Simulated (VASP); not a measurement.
Output of a VASP run:

### OUTCAR
```
 ion  position               nearest neighbor table
   1  0.000  0.000  0.000-   3 2.57   3 2.57   3 2.57   2 2.57   2 2.57   2 2.57   3 2.57   2 2.57
  LATTYP: Found a face centered cubic cell.
 ALAT       =     5.9400000000
 Subroutine PRICEL returns:
 Original cell was already a primitive cell.
 Subroutine GETGRP returns: Found 48 space group operations
The static configuration has the point symmetry O_h .
The dynamic configuration has the point symmetry O_h .
 Subroutine INISYM returns: Found 48 space group operations
 Subroutine IBZKPT returns following result:
 Found     16 irreducible k-points:

 Following reciprocal coordinates:
            Coordinates               Weight
  0.000000  0.000000  0.000000      1.000000
  0.166667  0.000000  0.000000      8.000000
  0.333333  0.000000  0.000000      8.000000
  0.500000  0.000000  0.000000      4.000000
  0.166667  0.166667  0.000000      6.000000
  0.333333  0.166667  0.000000     24.000000
  0.500000  0.166667  0.000000     24.000000
 -0.333333  0.166667  0.000000     24.000000
 -0.166667  0.166667  0.000000     12.000000
  0.333333  0.333333  0.000000      6.000000
  0.500000  0.333333  0.000000     24.000000
 -0.333333  0.333333  0.000000     12.000000
  0.500000  0.500000  0.000000      3.000000
  0.500000  0.333333  0.166667     24.000000
 -0.333333  0.333333  0.166667     24.000000
 -0.333333  0.500000  0.166667     12.000000
   k-points           NKPTS =     16   k-points in BZ     NKDIM =     16   number of bands    NBANDS=     18
   number of dos      NEDOS =    301   number of ions     NIONS =      3
   total plane-waves  NPLWV =  32768
   dimension x,y,z NGX =    32 NGY =   32 NGZ =   32
   dimension x,y,z NGXF=    64 NGYF=   64 NGZF=   64
   ions per type =               1   2
   PREC   = accura    normal or accurate (medium, high low for compatibility)
   ISTART =      0    job   : 0-new  1-cont  2-samecut
   ICHARG =      2    charge: 1-file 2-atom 10-const
   ISPIN  =      1    spin polarized calculation?
   LNONCOLLINEAR =      F non collinear calculations
   LSORBIT =      F    spin-orbit coupling
   INIWAV =      1    electr: 0-lowe 1-rand  2-diag
   ENCUT  =  520.0 eV  38.22 Ry    6.18 a.u.   7.81  7.81  7.81*2*pi/ulx,y,z
   NELM   =    100;   NELMIN=  2; NELMDL= -5     # of ELM steps
   EDIFF  = 0.1E-05   stopping-criterion for ELM
   LREAL  =      F    real-space projection
   NLSPLINE    = F    spline interpolate recip. space projectors
   LMAXMIX     =    4 max onsite mixed and CHGCAR
   VOSKOWN=      0    Vosko Wilk Nusair interpolation
   EDIFFG = 0.1E-04   stopping-criterion for IOM
   NSW    =      0    number of steps for IOM
   NBLOCK =      1;   KBLOCK =      1    inner block; outer block
   IBRION =     -1    ionic relax: 0-MD 1-quasi-New 2-CG
   NFREE  =      0    steps in history (QN), initial steepest desc. (CG)
   ISIF   =      2    stress and relaxation
   ISYM   =      2    0-nonsym 1-usesym 2-fastsym
   TEIN   =    0.0    initial temperature
   TEBEG  =    0.0;   TEEND  =   0.0 temperature during run
   SMASS  =  -3.00    Nose mass-parameter (am)
   PSTRESS=    0.0 pullay stress
   NELECT =      28.0000    total number of electrons
   EFERMI =   0.00;   METHOD = LEGACY
   ISMEAR =     0;   SIGMA  =   0.05  broadening in eV -4-tet -1-fermi 0-gaus
   IALGO  =     38    algorithm
   LDIAG  =      T    sub-space diagonalisation (order eigenvalues)
   IMIX   =      4    mixing-type and parameters
     AMIX     =   0.40;   BMIX     =  1.00
     AMIX_MAG =   1.60;   BMIX_MAG =  1.00
     AMIN     =   0.10
   GGA     = PE    functional components
   VOSKOWN =     0    Vosko Wilk Nusair interpolation
   LHFCALC =     F    Hartree Fock is set to
   LHFONE  =     F    Hartree Fock one center treatment
   AEXX    =    0.0000 exact exchange contribution
   IVDW    =     0    specifies the selected vdW correction
   LEPSILON=     F    determine dielectric tensor
   LRPA    =     F    only Hartree local field effects (RPA)
  energy-cutoff  :      520.00
...
```

### OSZICAR
```
       N       E                     dE             d eps       ncg     rms          rms(c)
DAV:   1     0.303045864937E+03    0.30305E+03   -0.15452E+04   576   0.179E+03
DAV:   2     0.607562686387E+01   -0.29697E+03   -0.28659E+03   694   0.458E+02
DAV:   3    -0.156634343855E+02   -0.21739E+02   -0.21579E+02   660   0.141E+02
DAV:   4    -0.162634726189E+02   -0.60004E+00   -0.59926E+00   610   0.247E+01
DAV:   5    -0.162870217217E+02   -0.23549E-01   -0.23548E-01   674   0.482E+00    0.801E+00
DAV:   6    -0.143482063677E+02    0.19388E+01   -0.10339E+01   742   0.271E+01    0.270E+00
DAV:   7    -0.143437974412E+02    0.44089E-02   -0.44977E-01   592   0.462E+00    0.155E+00
DAV:   8    -0.143405519139E+02    0.32455E-02   -0.10027E-01   582   0.398E+00    0.490E-01
DAV:   9    -0.143380631969E+02    0.24887E-02   -0.18955E-02   664   0.108E+00    0.995E-02
DAV:  10    -0.143392055349E+02   -0.11423E-02   -0.13484E-03   580   0.369E-01    0.242E-02
DAV:  11    -0.143392085938E+02   -0.30589E-05   -0.82985E-05   622   0.871E-02    0.920E-03
DAV:  12    -0.143392178704E+02   -0.92766E-05   -0.23684E-05   634   0.501E-02    0.649E-03
DAV:  13    -0.143392172238E+02    0.64664E-06   -0.50390E-06   490   0.275E-02
   1 F= -.14339217E+02 E0= -.14339217E+02  d E =-.303173E-14
```

**OUTCAR**
```
------------------------ aborting loop because EDIFF is reached ----------------------------------------
  FORCE on cell =-STRESS in cart. coord.  units (eV):
  Direction    XX          YY          ZZ          XY          YZ          ZX
  --------------------------------------------------------------------------------------
  Total        0.6487068      0.6487068      0.6487068      0.0000000      0.0000000     -0.0000000
  in kB       19.8362550     19.8362550     19.8362550      0.0000000      0.0000000     -0.0000000
  external PRESSURE =      19.8362550 kB  Pullay stress =       0.0000000 kB
  volume of cell :       52.40
      direct lattice vectors                 reciprocal lattice vectors
     0.000000000  2.970000000  2.970000000    -0.168350168  0.168350168  0.168350168
     2.970000000  0.000000000  2.970000000     0.168350168 -0.168350168  0.168350168
     2.970000000  2.970000000  0.000000000     0.168350168  0.168350168 -0.168350168
 POSITION                                       TOTAL-FORCE (eV/Angst)
 -----------------------------------------------------------------------------------
      0.00000      0.00000      0.00000         0.000000      0.000000     -0.000000
      1.48500      1.48500      1.48500        -0.000000     -0.000000      0.000000
      4.45500      4.45500      4.45500         0.000000      0.000000      0.000000
 -----------------------------------------------------------------------------------
    total drift:                                0.000000     -0.000000      0.000000
  FREE ENERGIE OF THE ION-ELECTRON SYSTEM (eV)
  ---------------------------------------------------
  free  energy   TOTEN  =       -14.3392172238 eV

  energy  without entropy=      -14.3392172238  energy(sigma->0) =      -14.33921722
```
(Selected blocks of OUTCAR.)

**POSCAR**
```
PbF2
1
    0.0000000000     2.9700000000     2.9700000000
    2.9700000000     0.0000000000     2.9700000000
    2.9700000000     2.9700000000     0.0000000000
Pb F
1 2
Direct
  0.0000000000   0.0000000000   0.0000000000
  0.2500000000   0.2500000000   0.2500000000
  0.7500000000   0.7500000000   0.7500000000
```

Write an INCAR and KPOINTS that could have produced this output.

Several could match; the one computed here: the input of the run itself, PBE GGA, plane waves, VASP's PBE PAW potentials (set 64).

KPOINTS:
```
Automatic mesh
0
Gamma
6 6 6
0 0 0
```

INCAR:
```
NELM  =  100   ! most electronic steps
LWAVE  =  F
ALGO  =  Normal   ! blocked Davidson
ISIF  =  2   ! forces and stress, cell fixed
SIGMA  =  0.05
LASPH  =  T
LREAL  =  F   ! projection in real space or not
SYSTEM  =  PbF2
LMAXMIX  =  4
ENCUT  =  520   ! plane-wave cut-off (eV)
LCHARG  =  F
PREC  =  Accurate
ISMEAR  =  0   ! Gaussian
GGA  =  PE
EDIFF  =  1E-6
```

POTCAR, in this order: Pb_d F (PBE.64 set). Program: vasp_std.

The compound is PbF2 in the fluorite structure, the β form. The cell was not relaxed at this level.
